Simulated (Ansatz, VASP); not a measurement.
## Two plane-wave programs on KAlAs3

```
K Al As
1.0
     5.00419    0.00000    0.00000
     0.00000    5.00419    0.00000
     0.00000    0.00000    5.00419
K Al As
1 1 3
Direct
  0.00000 0.00000 0.00000
  0.50000 0.50000 0.50000
  0.00000 0.50000 0.50000
  0.50000 0.00000 0.50000
  0.50000 0.50000 0.00000
```

Alike in both runs: functional PBE; k mesh 4 × 4 × 4; occupations gaussian, width 0.1 eV; no spin polarisation.

Ansatz relaxed the structure, and its values are those at the end. VASP's run is a single point on that final structure, the one shown.

|  | VASP | Ansatz |
| --- | --- | --- |
| version | VASP 6.6.1 | Ansatz 0.2.0 |
| potentials or method | VASP PAW PBE potentials, release 64 (K_sv, Al, As) | scalar-relativistic, plane waves, PAW |
| plane-wave cutoff (eV) | 520 | 420 |
| valence electrons in the cell | 27 | 57 |

```csv
,VASP,Ansatz,Ansatz less VASP
gap on the k mesh at the Fermi level (eV),none,none,-
pressure (GPa),0.1,0.0,-0.09
```

A gap of «none» marks a metal or a gap that the smearing closes. The functional is the same, so the differences come from potentials, cutoffs and numerics. The two sets of potentials don't hold the same shells in valence.
